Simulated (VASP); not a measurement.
All values below come from PBE GGA, VASP's PBE PAW potentials (set 64) (plane waves; VASP 6.6.1).

VASP input:

INCAR:
```
# general
SYSTEM =Hf16F
PREC   =Normal
ENCUT  =400
LREAL  =.FALSE.
LASPH  =.TRUE.   # aspherical one-centre terms

# electronic loop
EDIFF  =1E-5   # SCF stop (eV)
NELM   =100
NELMIN =4
ALGO   =Normal   # blocked Davidson
LMAXMIX=6   # l cut-off of mixed one-centre charges

# smearing
ISMEAR =1   # Methfessel-Paxton
SIGMA  =0.1

# functional
GGA    =PE   # PBE

# ions
IBRION =2   # conjugate gradients
NSW    =50   # most ionic steps
ISIF   =2   # forces and stress, cell fixed
EDIFFG =-0.03   # ionic stop

# output
LWAVE  =.TRUE.
LCHARG =.FALSE.

# other
LDIPOL =.TRUE.
IDIPOL =3
DIPOL  =0.5 0.5 0.5
```

File POSCAR:
```
Hf16F
1.0
  6.3898045719   0.0000000000   0.0000000000
  3.1949022860   5.5337330082   0.0000000000
  0.0000000000   0.0000000000  21.5389683049
Hf F
16 1
Cartesian
 -0.0000031949   1.8445758248   6.9883182665
  3.1948990911   1.8445758248   6.9883182665
  1.5974479481   4.6114423289   6.9883182665
  4.7923502341   4.6114423289   6.9883182665
  0.0000000000   0.0000000000   9.5090883442
  3.1949022860   0.0000000000   9.5090883442
  1.5974511430   2.7668665041   9.5090883442
  4.7923534290   2.7668665041   9.5090883442
 -0.0000031949   1.8445758248  12.0298799607
  3.1948990911   1.8445758248  12.0298799607
  1.5974479481   4.6114423289  12.0298799607
  4.7923502341   4.6114423289  12.0298799607
  0.0000000000   0.0000000000  14.5506500384
  3.1949022860   0.0000000000  14.5506500384
  1.5974511430   2.7668665041  14.5506500384
  4.7923534290   2.7668665041  14.5506500384
  3.1948990911   1.8445758248  15.9403442734
```

File KPOINTS:
```
Automatic mesh
0
Gamma
5 5 1
0 0 0
```

POTCAR, in this order: Hf F (PBE.64 set). Program: vasp_std.

At this cut-off the stress carries a Pulay error, which pulls relaxed volumes low. Unless said otherwise, spin-orbit coupling is left out, though it shifts the bands of the heavy elements here.

Q: What does the run give for the energy per atom (σ→0), band gap (on the k-mesh)?

A: 
The energy per atom (σ→0) is -9.334 eV/atom and the band gap (on the k-mesh) is none (metal, semimetal or under 0.01 eV).

File OSZICAR:
```
...
       N       E                     dE             d eps       ncg     rms          rms(c)
DAV:   1    -0.158680457692E+03   -0.14441E-03   -0.12662E-01   440   0.147E+00    0.681E-02
DAV:   2    -0.158680708472E+03   -0.25078E-03   -0.31223E-03   656   0.182E-01    0.449E-02
DAV:   3    -0.158681007039E+03   -0.29857E-03   -0.26491E-03   752   0.119E-01    0.726E-02
DAV:   4    -0.158680723885E+03    0.28315E-03   -0.23787E-03   752   0.115E-01    0.379E-02
DAV:   5    -0.158680659387E+03    0.64498E-04   -0.41659E-04   712   0.504E-02    0.153E-02
DAV:   6    -0.158680663803E+03   -0.44156E-05   -0.50466E-05   488   0.229E-02
  12 F= -.15868066E+03 E0= -.15867953E+03  d E =-.349010E-03
```

The cell is a thin slab with vacuum, built from Hf (hcp): (001) face, F adsorbed.
